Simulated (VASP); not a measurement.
Data:

```
AlP
1.0
    0.00000     2.74929     2.74929
    2.74929     0.00000     2.74929
    2.74929     2.74929     0.00000
Al P
1 1
Cartesian
  0.00000   0.00000   0.00000
  1.37464   1.37464   1.37464
```

The numbers are results of PBEsol GGA, VASP's PBE PAW potentials (set 64) (plane waves; VASP), not measurements. Run with 480 eV cut-off, 8×8×8 Γ-centred mesh, Gaussian smearing of 0.050 eV, potentials Al P.

Task: Estimate the energy per atom (σ→0), pressure.

Result: 
- energy per atom (σ→0) = -5.496 eV/atom
- pressure = -1.26 GPa

Only differences to runs with the same potentials and settings are physical.

The compound is AlP in the zinc blende structure. This cell was strained or had an atom moved on purpose.
